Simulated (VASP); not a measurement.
Input for VASP

### INCAR
```
SYSTEM = AlN
PREC = Accurate
ENCUT = 520
EDIFF = 1E-6
NELM = 100
ALGO = Normal
LREAL = .FALSE.
LASPH = .TRUE.
ISMEAR = 0
SIGMA = 0.05
GGA = PE
LWAVE = .FALSE.
LCHARG = .FALSE.
ISIF = 2
LSORBIT = .TRUE.
MAGMOM = 0 0 0 0 0 0
GGA_COMPAT = .FALSE.
```

File POSCAR:
```
AlN
1
    0.0000000000     2.2101770000     2.1426640000
    2.1927880000     0.0000000000     2.1426640000
    2.1927880000     2.2101770000     0.0000000000
Al N
1 1
Direct
  0.0000000000   0.0000000000   0.0000000000
  0.2420420000   0.2579580000   0.2579580000
```

**KPOINTS**
```
Automatic mesh
0
Gamma
 9 9 9
```

POTCAR, in this order: Al N (PBE.64 set). Program: vasp_ncl.

Problem. Translate this PBE+SOC calculation to Quantum ESPRESSO's pw.x.

Solution. One equivalent input (not run):
```
&CONTROL
  calculation = 'scf'
  pseudo_dir = './pseudo'
  outdir = './out'
  tprnfor = .true.
  tstress = .true.
/
&SYSTEM
  ibrav = 0
  nat = 2
  ntyp = 2
  ecutwfc = 84
  occupations = 'smearing'
  smearing = 'gaussian'
  degauss = 0.003675
  input_dft = 'pbe'
  noncolin = .true.
  lspinorb = .true.
/
&ELECTRONS
  conv_thr = 7.3e-08
  electron_maxstep = 100
/
ATOMIC_SPECIES
  Al 26.982 Al.upf
  N 14.007 N.upf
CELL_PARAMETERS angstrom
     0.0000000    2.2101770    2.1426640
     2.1927880    0.0000000    2.1426640
     2.1927880    2.2101770    0.0000000
ATOMIC_POSITIONS crystal
  Al   0.0000000  0.0000000  0.0000000
  N    0.2420420  0.2579580  0.2579580
K_POINTS automatic
  9 9 9 0 0 0
```
Limits of the translation: the potentials are each code's own (VASP's PAW set, PseudoDojo norm-conserving files, fully relativistic, in pw.x), so ENCUT and ecutwfc are chosen apart and not converted; conv_thr bounds pw.x's estimated SCF error, while EDIFF bounds the energy change between steps.

The compound is AlN in the zinc blende structure, a metastable form; wurtzite is the usual one. The cell was not relaxed at this level, atoms are displaced from their ideal sites. The run is one of a series of settings (GGA_COMPAT = .FALSE., LSORBIT = .TRUE., MAGMOM = 0 0 0 0 0 0, program vasp_ncl against the base run), some of them coarse on purpose.
